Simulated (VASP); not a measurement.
HfIn4SiO6:

```
Hf In Si O
1.0
     2.71585   -4.70357    0.00833
     2.71585    4.70357    0.00833
    -1.87915    0.00000    7.40127
Hf In Si O
1 4 1 6
Direct
  0.78835 0.21165 0.00000
  0.62175 0.37825 0.50000
  0.45502 0.54498 0.00000
  0.28407 0.71593 0.50000
  0.95814 0.04186 0.50000
  0.12168 0.87832 0.00000
  0.06219 0.11415 0.86666
  0.88585 0.93781 0.13334
  0.79490 0.53784 0.86663
  0.46216 0.20510 0.13337
  0.15352 0.62879 0.13333
  0.37121 0.84648 0.86667
```

The cell was built by a generator and needn't be a form met in nature.

```yaml
Program: VASP 6.6.1
Task: relaxation of cell and atoms
Functional: rev-vdW-DF2
Potentials_or_basis: VASP PAW PBE potentials, release 64 (Hf_pv, In_d, Si, O)
Cutoff: 600 eV
k_mesh: 6 × 6 × 4
Occupations: fermi-dirac, width 0.05 eV
Spin: no spin polarisation
```

At the start: pressure -2.3 GPa; volume 15.77 Å³/atom.

Where does the relaxation end?

Over 7 steps the energy falls by 3.9 meV/atom and the volume is 15.29 Å³/atom (-3.1 %); space group C2 (No. 5, to 0.05 Å).

The path:
| step | energy change (eV) | largest force (eV/Å) | pressure (GPa) | volume (Å³) |
| --- | --- | --- | --- | --- |
| 1 | 0.0000 | 0.1538 | -2.34 | 189.24 |
| 2 | -0.0115 | 0.3751 | 1.93 | 182.99 |
| 3 | -0.0287 | 0.1749 | 0.03 | 185.68 |
| 4 | -0.0393 | 0.1101 | -0.03 | 184.89 |
| 5 | -0.0454 | 0.0832 | -0.02 | 183.93 |
| 6 | -0.0457 | 0.0957 | 0.00 | 183.63 |
| 7 | -0.0472 | 0.0182 | -0.07 | 183.46 |

Final structure:
```yaml
crystal:
  lattice:
    - [2.70583, -4.68164, 0.00807]
    - [2.70583, 4.68164, 0.00807]
    - [-1.87241, 0.00000, 7.23558]
  atoms:
    - { symbol: Hf, position: [0.78827, 0.21173, 0.00000] }
    - { symbol: In, position: [0.62177, 0.37823, 0.50000] }
    - { symbol: In, position: [0.45497, 0.54503, 0.00000] }
    - { symbol: In, position: [0.28406, 0.71594, 0.50000] }
    - { symbol: In, position: [0.95814, 0.04186, 0.50000] }
    - { symbol: Si, position: [0.12164, 0.87836, 0.00000] }
    - { symbol: O, position: [0.06039, 0.11313, 0.86419] }
    - { symbol: O, position: [0.88687, 0.93961, 0.13581] }
    - { symbol: O, position: [0.79429, 0.53620, 0.86407] }
    - { symbol: O, position: [0.46380, 0.20571, 0.13593] }
    - { symbol: O, position: [0.15359, 0.62897, 0.13587] }
    - { symbol: O, position: [0.37103, 0.84641, 0.86413] }
```

Caveat: the PAW data sets were made with another functional, which shifts forces and pressure a little.
